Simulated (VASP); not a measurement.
Wanted: the native input for a VASP 6.6.1 run.

- Task: Born charges and dielectric tensor
- Functional: PBE
- Potentials or basis: VASP PAW PBE potentials, release 64 (Be, Se, S)
- Cutoff: 520 eV
- k mesh: 8 × 8 × 8
- Occupations: gaussian, width 0.02 eV
- Spin: no spin polarisation
- Further INCAR settings: ALGO = Normal; EDIFF = 1e-08

The structure of Be3Se2S lies in POSCAR:

```
Be3Se2S
1.0
   -1.7963300000      5.3878500000      2.5385700000
    1.7963300000     -5.3878500000      2.5385700000
    1.7963300000      5.3878500000     -2.5385700000
Be Se S
3 2 1
Direct
    0.4008870000      0.2410370000      0.1598490000
    0.0811880000      0.2410370000      0.8401510000
    0.7675170000      0.2675170000      0.5000000000
    0.3347920000      0.0002520000      0.3345400000
    0.6657120000      0.0002520000      0.6654600000
    0.9999070000      0.9999070000      0.0000000000
```

The cell was built by a generator and needn't be a form met in nature.

The input as run:

INCAR

```
PREC = Accurate ; ENCUT = 520
EDIFF = 1E-8 ; ISMEAR = 0
SIGMA = 0.02 ; LREAL = F
LASPH = T ; NELM = 80
ALGO = Normal ; ISIF = 2
LWAVE = F ; LCHARG = F
GGA = PE ; LEPSILON = T
KPAR = 4
```

KPOINTS

```
regular mesh
0
Gamma
  8 8 8
```

Potentials or basis: VASP PAW PBE potentials, release 64 (Be, Se, S).

Command:

```console
$ cat potpaw_PBE.64/Be/POTCAR potpaw_PBE.64/Se/POTCAR potpaw_PBE.64/S/POTCAR > POTCAR
$ mpirun -np 4 vasp_std > vasp.out
```

Results of the run:

| Quantity | Value |
| --- | --- |
| Band gap on the k mesh | 2.68 eV, indirect (least direct gap 2.85 eV) |
| Electronic dielectric tensor (diagonal) | 5.81, 5.79, 5.78 |
| Born charges (mean of the diagonal) | Be +1.57, +1.65; Se -1.50; S -1.78 e |

It took 11 min on 4 MPI ranks on Intel(R) Xeon(R) 6975P-C (Granite Rapids) (shared host), peak memory 0.85 GiB a rank.
